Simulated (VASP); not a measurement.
Given:

```xyz
6
Lattice="4.5376 0.0000 0.0000 0.0000 4.5376 0.0000 0.0000 0.0000 3.0289" Properties=species:S:1:pos:R:3 pbc="T T T"
Mg     4.5376     0.0000     0.0000
Mg     2.2688     2.2688     1.5145
H      1.3805     1.3805     3.0289
H      3.6493     0.8883     1.5145
H      0.8883     3.6493     1.5145
H      3.1571     3.1571     0.0000
```

Computed with revPBE GGA, VASP's PBE PAW potentials (set 64) (plane waves; VASP). Run with 520 eV cut-off, 6×6×8 Γ-centred mesh, tetrahedra with Blöchl corrections, potentials Mg H.

The cores are frozen, which limits the accuracy of field gradients.

Task: Give the principal components of the electric field gradient (V/Å²) and the asymmetry η at each nucleus.

Result: 
```csv
atom,Vxx,Vyy,Vzz,η
Mg1,5.4,0.2,-5.6,0.94
Mg2,5.4,0.2,-5.6,0.94
H3,4.1,1.0,-5.2,0.61
H4,4.1,1.0,-5.2,0.61
H5,4.1,1.0,-5.2,0.61
H6,4.1,1.0,-5.2,0.61
```

The compound is MgH2 in the rutile structure. It was relaxed first.
